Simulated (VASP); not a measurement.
Data:

```yaml
crystal:
  lattice:
    - [2.26417, -3.92166, 0.00000]
    - [2.26417, 3.92166, 0.00000]
    - [0.00000, 0.00000, 7.12983]
  atoms:
    - { symbol: Mg, position: [0.00000, 0.00000, 0.00000] }
    - { symbol: Mg, position: [0.33333, 0.66667, 0.63244] }
    - { symbol: Mg, position: [0.66667, 0.33333, 0.36756] }
    - { symbol: Sb, position: [0.33333, 0.66667, 0.22301] }
    - { symbol: Sb, position: [0.66667, 0.33333, 0.77699] }
```

All values below come from PBE GGA with D3 dispersion (Becke-Johnson damping), VASP's PBE PAW potentials (set 64) (plane waves; VASP). Numerical set-up: 520 eV cut-off, 6×6×4 Γ-centred mesh, tetrahedra with Blöchl corrections, potentials Mg Sb.

Unless said otherwise, spin-orbit coupling is left out, though it shifts the bands of the heavy elements here.

**Question.** What does the run give for the energy per atom (σ→0), band gap (on the k-mesh) with the smallest direct gap where there is one?

**Answer.** 
```json
{
  "band gap (on the k-mesh)": "0.17 eV",
  "smallest direct gap (on the k-mesh)": "1.19 eV",
  "energy per atom (σ→0)": "-3.279 eV/atom"
}
```

The compound is Mg3Sb2 in the a-la2o3 structure. It was relaxed first.
